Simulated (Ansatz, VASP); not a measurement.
# SrC2 in two plane-wave programs

One calculation is typed for both programs; each brings its own data sets. How far apart do they land? The cell is taken from a series of runs on this material, whose earlier steps may have relaxed, scaled, displaced or heated it; both programs get it as it stands.

Calculated with Ansatz 0.2.0; plane waves, with VASP 6.6.1 beside it; LDA.

### Step 1. Starting point

The cell holds 48 atoms: 16 Sr and 32 C. Cell: a = 8.343 Å, b = 8.343 Å, c = 15.367 Å, α = 104.5°, β = 104.5°, γ = 64.8°. It derives from SrC2, repeated 2×2×2.

### Step 2. VASP: G0W0 gap, LDA

Quasiparticle shifts depend on high empty states and on the cores, so they are the hardest test of two PAW sets.

Lines of VASP's logs that name or quote its potential files are left out, and so is its time.

The run reads the wave functions of an earlier VASP run, which isn't shown here.

INCAR reads:

```
SYSTEM = SrC2
PREC = Accurate
ENCUT = 440
ISMEAR = 0
SIGMA = 0.01
LREAL = Auto
GGA = CA
NBANDS = 1112
ALGO = EVGW0
NELMGW = 1
ENCUTGW = 60
NOMEGA = 64
PRECFOCK = Fast
NBANDSGW = 152
LWAVE = .FALSE.
LCHARG = .FALSE.
```

POSCAR reads:

```
SrC2
1.0
    7.0455000000     -4.4681000000      0.0000000000
    7.0455000000      4.4681000000      0.0000000000
   -4.5493287402      0.0000000000     14.6783665254
Sr C
16 32
Direct
    0.4081976685      0.0918023315      0.1250000000
    0.0918023315      0.4081976685      0.3750000000
    0.4081976685      0.0918023315      0.6250000000
    0.0918023315      0.4081976685      0.8750000000
    0.4081976685      0.5918023315      0.1250000000
    0.0918023315      0.9081976685      0.3750000000
    0.4081976685      0.5918023315      0.6250000000
    0.0918023315      0.9081976685      0.8750000000
    0.9081976685      0.0918023315      0.1250000000
    0.5918023315      0.4081976685      0.3750000000
    0.9081976685      0.0918023315      0.6250000000
    0.5918023315      0.4081976685      0.8750000000
    0.9081976685      0.5918023315      0.1250000000
    0.5918023315      0.9081976685      0.3750000000
    0.9081976685      0.5918023315      0.6250000000
    0.5918023315      0.9081976685      0.8750000000
    0.0645756192      0.2102899435      0.0283843154
    0.2897100565      0.4354243808      0.2216156846
    0.4354243808      0.2897100565      0.4716156846
    0.2102899435      0.0645756192      0.2783843154
    0.0645756192      0.2102899435      0.5283843154
    0.2897100565      0.4354243808      0.7216156846
    0.4354243808      0.2897100565      0.9716156846
    0.2102899435      0.0645756192      0.7783843154
    0.0645756192      0.7102899435      0.0283843154
    0.2897100565      0.9354243808      0.2216156846
    0.4354243808      0.7897100565      0.4716156846
    0.2102899435      0.5645756192      0.2783843154
    0.0645756192      0.7102899435      0.5283843154
    0.2897100565      0.9354243808      0.7216156846
    0.4354243808      0.7897100565      0.9716156846
    0.2102899435      0.5645756192      0.7783843154
    0.5645756192      0.2102899435      0.0283843154
    0.7897100565      0.4354243808      0.2216156846
    0.9354243808      0.2897100565      0.4716156846
    0.7102899435      0.0645756192      0.2783843154
    0.5645756192      0.2102899435      0.5283843154
    0.7897100565      0.4354243808      0.7216156846
    0.9354243808      0.2897100565      0.9716156846
    0.7102899435      0.0645756192      0.7783843154
    0.5645756192      0.7102899435      0.0283843154
    0.7897100565      0.9354243808      0.2216156846
    0.9354243808      0.7897100565      0.4716156846
    0.7102899435      0.5645756192      0.2783843154
    0.5645756192      0.7102899435      0.5283843154
    0.7897100565      0.9354243808      0.7216156846
    0.9354243808      0.7897100565      0.9716156846
    0.7102899435      0.5645756192      0.7783843154
```

KPOINTS reads:

```
Automatic mesh
0
Gamma
2 2 1
0 0 0
```

Potentials, in the order of the species: Sr_sv_GW and C_GW (LDA family, release 64).

Run with:

```sh
> export OMP_NUM_THREADS=3
> mpirun -np 1 vasp_std
```

Numbers of over 12 decimals in the logs are rounded to 6 here.

The log of the run:

```text
[banner, memory and clock lines left out]
running    1 mpi-ranks, on    1 nodes
[...]
Offloading initialized ...    1 GPUs detected
[...]
|                                                                             |
|           W    W    AA    RRRRR   N    N  II  N    N   GGGG   !!!           |
|           W    W   A  A   R    R  NN   N  II  NN   N  G    G  !!!           |
|           W    W  A    A  R    R  N N  N  II  N N  N  G       !!!           |
|           W WW W  AAAAAA  RRRRR   N  N N  II  N  N N  G  GGG   !            |
|           WW  WW  A    A  R   R   N   NN  II  N   NN  G    G                |
|           W    W  A    A  R    R  N    N  II  N    N   GGGG   !!!           |
|                                                                             |
|     The default for ENCUTGWSOFT is different in this version of VASP.       |
|     please manually set ENCUTGWSOFT =60 in the INCAR file.                  |
|                                                                             |

[...]
130.052    0.000  156.701    0.000  197.584    0.000  268.090    0.000
 responsefunction array rank=     980
 LDA part: xc-table for (Slater(with rela. corr.)+CA(PZ))
 , standard interpolation

 min. memory requirement per mpi rank   3868.9 MB, per node   3868.9 MB

 allocating  64 responsefunctions rank=   980
 shmem allocating  64 responsefunctions rank=   980
 response function shared by NCSHMEM nodes    1
 Doing            64  frequencies on each core in blocks of            64
NQ=   1    0.0000    0.0000    0.0000,
|.........|.........|.........|.........|.........|.........|.........|.........
 performed       2129000 updates of chi_q(r,r)
 total number of BLAS operations      16126.81 Gflops
NQ=   2    0.5000    0.0000    0.0000,
|.........|.........|.........|.........|.........|.........|.........|.........
 performed       4596000 updates of chi_q(r,r)
 total number of BLAS operations      35083.78 Gflops
NQ=   3    0.5000    0.5000    0.0000,
|.........|.........|.........|.........|.........|.........|.........|.........
 performed       6725000 updates of chi_q(r,r)
 total number of BLAS operations      51243.76 Gflops
 resolving degeneracies of screened two electron integrals

 calculate QP shifts <psi_nk| G(iteration)W_0 |psi_nk>: iteration 1
 entering main loop
[key lines of the parts left out:]
E-fermi :   1.9655
```

OUTCAR, selected parts (step 2):

```text
 QP shifts <psi_nk| G(iteration)W_0 |psi_nk>: iteration 1
 for sc-GW calculations column KS-energies equals QP-energies in previous step
 and V_xc(KS)=  KS-energies - (<T + V_ion + V_H > + <T+V_H+V_ion>^1  + <V_x>^1)
 k-point   1 :       0.0000    0.0000    0.0000
  band No.  KS-energies  QP-energies   sigma(KS)   V_xc(KS)     V^pw_x(r,r')   Z            occupation Imag(sigma)
    ...
    141       0.8538       0.3324     -14.9573     -14.2654     -18.2994       0.7535       2.0000       0.1366
    142       0.8538       0.3324     -14.9573     -14.2654     -18.2994       0.7535       2.0000       0.1366
    143       0.8960       0.3880     -14.9714     -14.2974     -18.1807       0.7537       2.0000       0.1318
    144       0.8960       0.3880     -14.9714     -14.2974     -18.1807       0.7537       2.0000       0.1318
    145       2.9998       4.2001      -8.1470      -9.6360      -5.1688       0.8061       0.0000      -0.0808
    146       3.7662       4.9942      -8.2504      -9.7740      -5.1342       0.8060       0.0000      -0.0875
    147       3.7662       4.9942      -8.2504      -9.7740      -5.1342       0.8060       0.0000      -0.0875
    148       4.2208       5.6650      -8.8309     -10.6408      -5.6187       0.7980       0.0000      -0.0928
    ...

[... 3 further parts left out ...]
[key lines of the parts left out:]
E-fermi :   1.9655
```

### Step 3. Ansatz: G0W0 gap, LDA

Ansatz runs on its default PAW (the set named soft_2) files.

The same cell, functional (in two slightly different forms) and mesh now go to Ansatz, which takes its cutoff from its data sets.

input.yaml reads:

```yaml
crystal:
  lattice:
    - [7.0455, -4.4681, 0.0]
    - [7.0455, 4.4681, 0.0]
    - [-4.5493287402, 0.0, 14.6783665254]
  atoms:
    - { symbol: Sr, position: [0.4081976685, 0.0918023315, 0.125] }
    - { symbol: Sr, position: [0.0918023315, 0.4081976685, 0.375] }
    - { symbol: C, position: [0.0645756192, 0.2102899435, 0.0283843154] }
    - { symbol: C, position: [0.2897100565, 0.4354243808, 0.2216156846] }
    - { symbol: C, position: [0.4354243808, 0.2897100565, 0.4716156846] }
    - { symbol: C, position: [0.2102899435, 0.0645756192, 0.2783843154] }
    - { symbol: Sr, position: [0.4081976685, 0.0918023315, 0.625] }
    - { symbol: Sr, position: [0.0918023315, 0.4081976685, 0.875] }
    - { symbol: C, position: [0.0645756192, 0.2102899435, 0.5283843154] }
    - { symbol: C, position: [0.2897100565, 0.4354243808, 0.7216156846] }
    - { symbol: C, position: [0.4354243808, 0.2897100565, 0.9716156846] }
    - { symbol: C, position: [0.2102899435, 0.0645756192, 0.7783843154] }
    - { symbol: Sr, position: [0.4081976685, 0.5918023315, 0.125] }
    - { symbol: Sr, position: [0.0918023315, 0.9081976685, 0.375] }
    - { symbol: C, position: [0.0645756192, 0.7102899435, 0.0283843154] }
    - { symbol: C, position: [0.2897100565, 0.9354243808, 0.2216156846] }
    - { symbol: C, position: [0.4354243808, 0.7897100565, 0.4716156846] }
    - { symbol: C, position: [0.2102899435, 0.5645756192, 0.2783843154] }
    - { symbol: Sr, position: [0.4081976685, 0.5918023315, 0.625] }
    - { symbol: Sr, position: [0.0918023315, 0.9081976685, 0.875] }
    - { symbol: C, position: [0.0645756192, 0.7102899435, 0.5283843154] }
    - { symbol: C, position: [0.2897100565, 0.9354243808, 0.7216156846] }
    - { symbol: C, position: [0.4354243808, 0.7897100565, 0.9716156846] }
    - { symbol: C, position: [0.2102899435, 0.5645756192, 0.7783843154] }
    - { symbol: Sr, position: [0.9081976685, 0.0918023315, 0.125] }
    - { symbol: Sr, position: [0.5918023315, 0.4081976685, 0.375] }
    - { symbol: C, position: [0.5645756192, 0.2102899435, 0.0283843154] }
    - { symbol: C, position: [0.7897100565, 0.4354243808, 0.2216156846] }
    - { symbol: C, position: [0.9354243808, 0.2897100565, 0.4716156846] }
    - { symbol: C, position: [0.7102899435, 0.0645756192, 0.2783843154] }
    - { symbol: Sr, position: [0.9081976685, 0.0918023315, 0.625] }
    - { symbol: Sr, position: [0.5918023315, 0.4081976685, 0.875] }
    - { symbol: C, position: [0.5645756192, 0.2102899435, 0.5283843154] }
    - { symbol: C, position: [0.7897100565, 0.4354243808, 0.7216156846] }
    - { symbol: C, position: [0.9354243808, 0.2897100565, 0.9716156846] }
    - { symbol: C, position: [0.7102899435, 0.0645756192, 0.7783843154] }
    - { symbol: Sr, position: [0.9081976685, 0.5918023315, 0.125] }
    - { symbol: Sr, position: [0.5918023315, 0.9081976685, 0.375] }
    - { symbol: C, position: [0.5645756192, 0.7102899435, 0.0283843154] }
    - { symbol: C, position: [0.7897100565, 0.9354243808, 0.2216156846] }
    - { symbol: C, position: [0.9354243808, 0.7897100565, 0.4716156846] }
    - { symbol: C, position: [0.7102899435, 0.5645756192, 0.2783843154] }
    - { symbol: Sr, position: [0.9081976685, 0.5918023315, 0.625] }
    - { symbol: Sr, position: [0.5918023315, 0.9081976685, 0.875] }
    - { symbol: C, position: [0.5645756192, 0.7102899435, 0.5283843154] }
    - { symbol: C, position: [0.7897100565, 0.9354243808, 0.7216156846] }
    - { symbol: C, position: [0.9354243808, 0.7897100565, 0.9716156846] }
    - { symbol: C, position: [0.7102899435, 0.5645756192, 0.7783843154] }
kpoints:
  mp_grid: { grid: [2, 2, 1] }
hamiltonian:
  xc: lda
scf:
  occupations: { method: fixed }
gw:
  n_empty_bands: 968
  ecut_chi: 60.0
  qp_bands: [v1, c1]
  qp_kpoints: band_edges
  screening: { model: contour_deformation }
```

Run with:

```sh
> ansatz run input.yaml --threads 16 --pin off --max-ram 36864MiB --backend cpu --events-out ev --progress --plain --runs-dir out
```

The log of the run:

```text
Engine: ansatz 0.2.0, aarch64-unknown-linux-gnu
Pseudopotentials: kind: paw
Pseudopotential: Sr, paw, valence charge 10, recommended cutoff 420 eV (normal), Sr.paw.azcp
Pseudopotential: C, paw, valence charge 4, recommended cutoff 420 eV (normal), C.paw.azcp
Functional definition: SPW92
  exchange = slater_x
  correlation = pw_c
Crystal: 48 atoms, lattice volume = 924.150 Å³
Basis set: ecut = 420 eV, 18005 PW (Γ)
Bands: 192, of which v1, the nominal top of the filled ones, is band 144 counted from 1 (143 counted from 0)
Symmetry: 32 space group operations
Space group: C2/c (ITA 15), of the structure as read, at distance tolerance 9.7e-5 Å
k-points: 3 of 4
Non-local potential: Sr, projectors of the file, l = 0: 3, l = 1: 2, l = 2: 2
Non-local potential: C, projectors of the file, l = 0: 2, l = 1: 2, l = 2: 1
PAW form: soft (Blöchl's): semilocal exchange-correlation on the pseudo side does not see the compensation charge
PAW frozen core: Sr, regenerated for the run's functional, and the local potential with it (the file was generated under x = pbe(κ = 0.804, μ = 0.219515), c = pbe(β = 0.066725))
PAW frozen core: C, regenerated for the run's functional, and the local potential with it (the file was generated under x = pbe(κ = 0.804, μ = 0.219515), c = pbe(β = 0.066725))
PAW one-centre angular grid: Sr, 110 points (default); XC on 64 Gauss nodes
PAW one-centre angular grid: C, 110 points (default); XC on 64 Gauss nodes
Initial density: superposition of atomic densities (neutral atoms: chi_scale 0, normalization atom), corrected by the library's trained network
Initial wavefunctions: pseudopotential atomic-orbital guess
Functional: x = slater, c = lda
SCF iter   1: F=—  HF=-62878.860881 eV  |F-HF|=—  |Δ(HF+E_count)|=         —  Δρ=6.54e-3  dr2=4.12e-1  ethr=1.77e-3  ⟨swp⟩=5.3  Hψ=2104  notcnv=0  defer=133
preconditioner: auto → Resta (q_TF=auto, 2.246 Å⁻¹)  ε∞=3.2  [insulator: Δε(μ)=1.988 eV  Ē_g=13.078 eV  n_scr=168 (ndim 8)  ℏωp=19.5 eV  f_vac=0.000  ε∞_Penn≈3.2]
SCF iter   2: F=—  HF=-62878.745100 eV  |F-HF|=—  |Δ(HF+E_count)|=   1.16e-1  Δρ=2.92e-3  dr2=5.34e-2  ethr=1.43e-4  ⟨swp⟩=2.7  Hψ=850  notcnv=0  defer=137
SCF iter   3: F=—  HF=-62878.730015 eV  |F-HF|=—  |Δ(HF+E_count)|=   1.51e-2  Δρ=7.57e-4  dr2=3.90e-3  ethr=1.85e-5  ⟨swp⟩=2.3  Hψ=653  notcnv=0  defer=137
SCF iter   4: F=—  HF=-62878.729395 eV  |F-HF|=—  |Δ(HF+E_count)|=   6.20e-4  Δρ=9.80e-5  dr2=7.99e-5  ethr=1.36e-6  ⟨swp⟩=2.7  Hψ=881  notcnv=0  defer=137
SCF iter   5: F=—  HF=-62878.729414 eV  |F-HF|=—  |Δ(HF+E_count)|=   1.94e-5  Δρ=2.24e-5  dr2=5.24e-6  ethr=2.77e-8  ⟨swp⟩=2.0  Hψ=852  notcnv=0  defer=136
SCF iter   6: F=—  HF=-62878.729415 eV  |F-HF|=—  |Δ(HF+E_count)|=   5.58e-7  Δρ=6.23e-6  dr2=3.65e-7  ethr=1.82e-9  ⟨swp⟩=2.0  Hψ=868  notcnv=0  defer=136
SCF iter   7: F=-62878.729415 eV  HF=-62878.729415 eV  |F-HF|=2.11e-9  |Δ(HF+E_count)|=   1.14e-8  Δρ=1.10e-6  dr2=1.20e-8  ethr=3.47e-11  ⟨swp⟩=23.3  Hψ=4347  notcnv=0
SCF 1 converged in 7 iterations: F = -62878.729415 eV  dr2 = 1.20e-8
  greatest PAW one-centre occupation: 0.987 electrons in one spin orbital (limit 2), on the Sr atom at site 43 (counted from 0), in its partial waves of l = 0
NSCF: frozen V_eff on 3 k-points
G₀W₀ screening: q 1/3
[... further progress lines ...]
NSCF: frozen V_eff on 1 k-points
NSCF: frozen V_eff on 1 k-points
[...]
SCF converged after 7 iterations
Free energy (F): -62878.729415 eV
Harris-Foulkes:  -62878.729415 eV  (|F-HF|=2.11e-9)
Internal energy: -62878.729415 eV  (E = F + TS)
E sigma→0 (E₀):  -62878.729415 eV
Fermi energy:    3.978610 eV
--- Per-component energies (eV) ---
  E_band       = -1875.285550
  E_kinetic    = 6675.491565
  E_local      = -14699.221812  (includes V_loc(G=0)·N_el)
  E_nonlocal   = 4232.073381
  E_hartree    = 3632.953168
  E_xc         = -4230.666305
  E_vxc        = -4432.159232  (∫ρ·V_xc dr)
  E_paw        = -44475.632081  (= ΣΔE_a)
  E_vpaw       = -917.378375  (= ΣTr[D̂ρ^β])
  E_aug_tail   = 0.000231  (compensation charges beyond the density's cutoff)
  E_ewald      = -14020.444369
  E_core_change = 6.716807  (= ΣΔE_core)
  E_smearing   = -0.000000  (= −TS)
  E_closure    = -0.000000  (closes the sum)
  Σ components = -62878.729415   (vs F -62878.729415, Δ=0.00e0)
--- Band table (eV) ---
  k-point 0: bands = [... 140 lower, 3.9005, 3.9005, 3.9428, 3.9428, 6.0571, 6.8239, 6.8239, 7.2773, ... 44 higher]
  k-point 1: bands = [... 140 lower, 3.8226, 3.8226, 3.8956, 3.8956, 7.2609, 7.2609, 7.3859, 7.3859, ... 44 higher]
  k-point 2: bands = [... 140 lower, 3.8150, 3.8150, 3.9786, 3.9786, 6.6620, 6.6620, 7.3431, 7.3431, ... 44 higher]
--- G₀W₀: contour deformation, 6 samples at zero and on the imaginary axis and 1 off it, 4 q-points, 968 empty bands' worth ---
  eigenvalues of the whole cell's RPA ε∞ on this k-mesh (on a slab, of 1 + 4πα/V) = 3.3275, 3.5536, 3.6193; static W/v taken at q = 0 is 0.286076
  bands read: the sum over 1112 bands ends inside a degenerate multiplet in 1 slot, whose members it reads at an even weight; the widest, k=0: bands 1112 to 1113 (counted from 1) at 1/2 each
  gw.qp_kpoints: band_edges: 3 of 3 stored k-points solved, in 1 pass; an edge of the gap read off the rows below is read off those points alone
    ik  band        ε_KS         Σx   Σc(E_QP)       V_xc       Z   E_QP_lin       E_QP  E_QP is
     0   144      3.9428   -19.0908     3.3596   -15.2013  0.7557     3.4080     3.4128  root
     0   145      6.0571    -5.6628    -3.2880   -10.1290  0.8137     7.2506     7.2353  root
     1   144      3.8956   -19.1049     3.4402   -15.1269  0.7548     3.3527     3.3578  root
     1   145      7.2609    -5.8996    -3.5620   -10.7364  0.8094     8.5576     8.5356  root
     2   144      3.9786   -19.2134     3.4567   -15.2408  0.7547     3.4581     3.4628  root
     2   145      6.6620    -5.8660    -3.4407   -10.5772  0.8097     7.9525     7.9325  root
```

Reading the cycles: dr2 is the Hartree energy of the density residual (eV), the measure of convergence; HF is the Harris–Foulkes estimate of the energy, which meets the free energy F at convergence.

### Step 4. Side by side

Known differences besides the potentials themselves: the two LDA forms differ slightly; fixed occupations in Ansatz, narrow Gaussian smearing in VASP; the cutoff is 420 eV in Ansatz and 440 eV in VASP (PREC = Accurate, projectors in real space); VASP's log shows a relativistic correction to its local exchange, Ansatz's none; Ansatz integrates over frequency by contour deformation, VASP on a grid of NOMEGA points; Ansatz's G0W0 levels solve the quasiparticle equation, VASP's are linearised. Total energies have different zeros and are not compared.

Compared:

| quantity | Ansatz | VASP | difference |
| --- | --- | --- | --- |
| G0W0 gap on the mesh (eV) | 3.77 | 3.76 | +0.01 |
| Kohn-Sham gap under it (eV) | 2.08 | 2.07 | +0.01 |

### Step 5. What came out

```
difference in G0W0 gap on the mesh (G0W0 gap, LDA) : 0.011 eV
```

What this shows: The difference in G0W0 gap on the mesh is 0.011 eV (G0W0 gap, LDA). How closely two codes agree says nothing of how well the functional describes the real material.

[Lines on the potential files, build, host, timing and source positions are cut from VASP's logs without a mark.]

[Logs are printed without paths, hosts, clocks, repeated set-up lines and the standing remarks that a program may print on its own settings, such as how far it seeks lower states.]

[Hosts, paths, dates, database ids (printed as entryN), source tags and the programs' standing remarks are cut or masked in the printed files.]
